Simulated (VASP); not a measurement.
Energy against volume of NaF (rock salt). These are vdW-DF2, VASP's PBE PAW potentials (set 64) (plane waves; VASP 6.6.1) values and carry that method's errors. Numerical set-up: 520 eV cut-off, 10×10×10 Γ-centred mesh, Gaussian smearing of 0.050 eV, potentials Na_pv F.

```tsv
V (Å³/atom)	E (eV/atom)
11.957	-2.61138
12.338	-2.61838
12.720	-2.62104
13.101	-2.62004
```

### Question
Fit these four points and predict the energy of the run at 13.483 Å³/atom.

### Answer
A cubic in V^(−2/3), the third-order Birch-Murnaghan form, passes through the four points with V0 = 12.80 Å³/atom and B0 = 50 GPa, and gives -2.6160 eV/atom there. The run gave -2.6160 eV/atom, -0.0 meV/atom from the fit; all five points give B0 = 50 GPa.

The compound is NaF in the rock salt structure. It was relaxed first.
